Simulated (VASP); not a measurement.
An input for Quantum ESPRESSO's pw.x (written as the equivalent of a VASP run, and not itself run):

```
&CONTROL
  calculation = 'vc-relax'
  pseudo_dir = './pseudo'
  outdir = './out'
  tprnfor = .true.
  tstress = .true.
  nstep = 60
  forc_conv_thr = 0.00039
/
&SYSTEM
  ibrav = 0
  nat = 1
  ntyp = 1
  ecutwfc = 92
  occupations = 'smearing'
  smearing = 'methfessel-paxton'
  degauss = 0.00735
  input_dft = 'vdw-df2-b86r'
/
&ELECTRONS
  conv_thr = 7.3e-08
  electron_maxstep = 100
/
&IONS
/
&CELL
/
ATOMIC_SPECIES
  Cu 63.546 Cu.upf
CELL_PARAMETERS angstrom
     0.0000000    1.8050000    1.8050000
     1.8050000    0.0000000    1.8050000
     1.8050000    1.8050000    0.0000000
ATOMIC_POSITIONS crystal
  Cu   0.0000000  0.0000000  0.0000000
K_POINTS automatic
  16 16 16 0 0 0
```

**Question.** Translate this input to VASP (INCAR, KPOINTS, POSCAR, choice of POTCAR).

**Answer.** This is not unique; one that fits is 
**INCAR**
```
# general
SYSTEM   = Cu
PREC     = Accurate
ENCUT    = 520   # plane-wave cut-off (eV)
LREAL    = F   # projection in real space or not
LASPH    = T   # aspherical one-centre terms

# electronic loop
EDIFF    = 1E-6
NELM     = 100
ALGO     = Normal   # blocked Davidson
LMAXMIX  = 4   # l cut-off of mixed one-centre charges

# smearing
ISMEAR   = 1   # Methfessel-Paxton
SIGMA    = 0.1

# functional
GGA      = MK
LUSE_VDW = T
AGGAC    = 0.0
PARAM1   = 0.1234568
PARAM2   = 0.7114
ZAB_VDW  = -1.8867

# ions
IBRION   = 2
NSW      = 60   # most ionic steps
ISIF     = 3   # ions, shape and volume
EDIFFG   = -0.01

# output
LWAVE    = F
LCHARG   = F
```

**POSCAR**
```
Cu
1
    0.0000000000     1.8050000000     1.8050000000
    1.8050000000     0.0000000000     1.8050000000
    1.8050000000     1.8050000000     0.0000000000
Cu
1
Direct
  0.0000000000   0.0000000000   0.0000000000
```

**KPOINTS**
```
Regular mesh
0
gamma
16 16 16
```

POTCAR, in this order: Cu (PBE.64 set). Program: vasp_std.

What does not carry over: the potentials are each code's own (VASP's PAW set, PseudoDojo norm-conserving files in pw.x), so ENCUT and ecutwfc are chosen apart and not converted; conv_thr bounds pw.x's estimated SCF error, while EDIFF bounds the energy change between steps; forc_conv_thr acts on force components and is met together with etot_conv_thr.

The compound is Cu in the fcc structure. This run relaxes it. Symmetry was kept, so distortions that lower it aren't found.
